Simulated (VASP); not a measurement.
LiWS3:

```
CELL_PARAMETERS angstrom
4.40286 0.00000 0.00000
0.00000 4.40286 0.00000
0.00000 0.00000 4.40286
ATOMIC_POSITIONS crystal
Li 0.50000 0.50000 0.50000
W 0.00000 0.00000 0.00000
S 0.50000 0.50000 0.00000
S 0.50000 0.00000 0.50000
S 0.00000 0.50000 0.50000
```

The cell was built by a generator and needn't be a form met in nature.

* Program: VASP 6.6.1
* Task: relaxation of cell and atoms
* Functional: PBE
* Potentials or basis: VASP PAW PBE potentials, release 64 (Li_sv, W_sv, S)
* Cutoff: 600 eV
* k mesh: 6 × 6 × 6
* Occupations: gaussian, width 0.05 eV
* Spin: no spin polarisation

At the start: pressure -7.7 GPa; volume 17.07 Å³/atom.

Problem. How do energy, volume and symmetry change on relaxing?

Solution. Over 3 steps the energy falls by 47.1 meV/atom and the volume is 15.29 Å³/atom (-10.5 %); space group Pm-3m (No. 221, to 0.05 Å).

Step by step:
```csv
step,energy change (eV),largest force (eV/Å),pressure (GPa),volume (Å³)
1,0.0000,0.0000,-7.65,85.35
2,-0.2333,0.0000,0.93,75.67
3,-0.2354,0.0000,0.01,76.43
```

Final structure:
```
Li W S
1.0
     4.24379    0.00000    0.00000
     0.00000    4.24379    0.00000
     0.00000    0.00000    4.24379
Li W S
1 1 3
Direct
  0.50000 0.50000 0.50000
  0.00000 0.00000 0.00000
  0.50000 0.50000 0.00000
  0.50000 0.00000 0.50000
  0.00000 0.50000 0.50000
```

Caveat: the cutoff is under 1.25 times the usual one of these potentials, so pressure, stress and relaxed cells hold a basis-set (Pulay) error.
